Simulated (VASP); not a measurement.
Given:

```xyz
2
Lattice="2.7585 0.0000 0.0000 0.0000 2.7585 0.0000 0.0000 0.0000 4.0502" Properties=species:S:1:pos:R:3 pbc="T T T"
Ti     0.0000     0.0000     0.0000
Al     1.3793     1.3793     2.0251
```

Calculation: r2SCAN meta-GGA, VASP's PBE PAW potentials (set 64) (plane waves; VASP). Settings: 480 eV cut-off, 12×12×8 Γ-centred mesh, first-order Methfessel-Paxton smearing of 0.10 eV, potentials Ti_sv Al.

**Question.** Give the stress tensor in GPa (positive for a compressed cell).

**Answer.** 
```
6.34  0.00  0.00
0.00  6.34  0.00
0.00  0.00  3.61
```
The pressure is its mean diagonal, 5.43 GPa.

The compound is TiAl in the L1_0 structure. This cell was strained or had an atom moved on purpose. The electron count is odd and the run is not spin-polarised, which forces a metal.
